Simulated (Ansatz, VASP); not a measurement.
HgPbF4 in VASP and in Ansatz

```
CELL_PARAMETERS angstrom
4.17622 0.00000 0.00000
0.00000 4.17622 0.00000
0.00000 0.00000 7.48545
ATOMIC_POSITIONS crystal
Hg 0.00000 0.00000 0.00000
Pb 0.50000 0.50000 0.50000
F 0.00000 0.00000 0.66345
F 0.50000 0.00000 0.00000
F 0.00000 0.50000 0.00000
F 0.00000 0.00000 0.33655
```

Alike in both runs: functional PBE; k mesh 10 × 10 × 6; occupations gaussian, width 0.1 eV; no spin polarisation.

Ansatz relaxed the structure, and its values are those at the end. VASP's run is a single point on that final structure, the one shown.

|  | VASP | Ansatz |
| --- | --- | --- |
| version | VASP 6.6.1 | Ansatz 0.2.0 |
| potentials or method | VASP PAW PBE potentials, release 64 (Hg, Pb_d, F) | scalar-relativistic, plane waves, PAW |
| plane-wave cutoff (eV) | 520 | 420 |
| valence electrons in the cell | 54 | 62 |

VASP gave:

- gap on the k mesh at the Fermi level (eV): none
- pressure (GPa): 0.4
- rms of the force components (eV/Å): 0.007

Estimate Ansatz's values.

gap on the k mesh at the Fermi level (eV): none; pressure (GPa): 0.0; rms of the force components (eV/Å): 0.000.

A gap of «none» marks a metal or a gap that the smearing closes. The two sets of potentials don't hold the same shells in valence.

Spin-orbit coupling is left out, which matters for the levels of Hg, Pb.
